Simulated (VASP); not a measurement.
NiMoIrPdW:

```
Ni Mo Pd Ir W
1.0
     4.11705    0.00000    0.00000
    -2.05853    3.56547    0.00000
     0.00000    0.00000    5.44580
Ni Mo Pd Ir W
1 1 1 1 1
Direct
  0.00000 0.00000 0.95775
  0.66667 0.33333 0.96161
  0.66667 0.33333 0.46295
  0.33333 0.66667 0.72572
  0.33333 0.66667 0.23642
```

The cell was built by a generator and needn't be a form met in nature.

| Quantity | Value |
| --- | --- |
| Program | VASP 6.6.1 |
| Task | relaxation of cell and atoms |
| Functional | rev-vdW-DF2 |
| Potentials or basis | VASP PAW PBE potentials, release 64 (Ni, Mo_sv, Pd, Ir, W_sv) |
| Cutoff | 600 eV |
| k mesh | 8 × 8 × 5 |
| Occupations | fermi-dirac, width 0.05 eV |
| Spin | collinear spin, ferromagnetic start |
| Starting moments | [1.0, 1.0, 0.0, 0.6, 0.0] μB |

At the start: pressure -3.3 GPa; volume 15.99 Å³/atom.

Problem. Where does the relaxation end?

Solution. Over 6 steps the energy falls by 2.4 meV/atom and the volume is 15.75 Å³/atom (-1.5 %); space group P3m1 (No. 156, to 0.05 Å); moment 0.00 μB per cell.

The path:
| step | energy change (eV) | largest force (eV/Å) | pressure (GPa) | volume (Å³) |
| --- | --- | --- | --- | --- |
| 1 | 0.0000 | 0.0420 | -3.28 | 79.94 |
| 2 | 0.0544 | 0.2101 | 8.51 | 76.21 |
| 3 | -0.0119 | 0.0397 | -0.02 | 78.81 |
| 4 | -0.0119 | 0.0411 | 0.04 | 78.79 |
| 5 | -0.0122 | 0.0201 | 0.05 | 78.78 |
| 6 | -0.0122 | 0.0179 | 0.02 | 78.77 |

Final structure:
```
Ni Mo Pd Ir W
1.0
     4.09337    0.00001    0.00000
    -2.04668    3.54496    0.00000
     0.00000    0.00000    5.42861
Ni Mo Pd Ir W
1 1 1 1 1
Direct
  0.00000 0.00000 0.95760
  0.66667 0.33333 0.96200
  0.66667 0.33333 0.46323
  0.33333 0.66667 0.72543
  0.33333 0.66667 0.23619
```

Caveat: the PAW data sets were made with another functional, which shifts forces and pressure a little.
